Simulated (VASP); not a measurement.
Mo:

```xyz
1
Lattice="-1.5735 1.5735 1.5735 1.5735 -1.5735 1.5735 1.5735 1.5735 -1.5735" Properties=species:S:1:pos:R:3 pbc="T T T"
Mo    0.0000    0.0000    0.0000
```

Base run:

| Property | Result |
| --- | --- |
| Program | VASP 6.6.1 |
| Functional | PBE |
| Potentials or basis | VASP PAW PBE potentials, release 64 (Mo_sv) |
| Cutoff | 520 eV |
| k mesh | 36 × 36 × 36 |
| Occupations | fermi-dirac, width 0.1 eV |
| Spin | no spin polarisation |

Its results: band gap on the k mesh none (metal or under the smearing width); pressure 4.1 GPa.

**Question.** The run is repeated on the same cell with these changes: functional from PBE to LDA; potentials or basis from VASP PAW PBE potentials, release 64 (Mo_sv) to VASP PAW LDA potentials, release 64 (Mo_sv). What comes out?

**Answer.** Band gap on the k mesh none (metal or under the smearing width); pressure -8.1 GPa.

Not every run made on this cell is shown here.
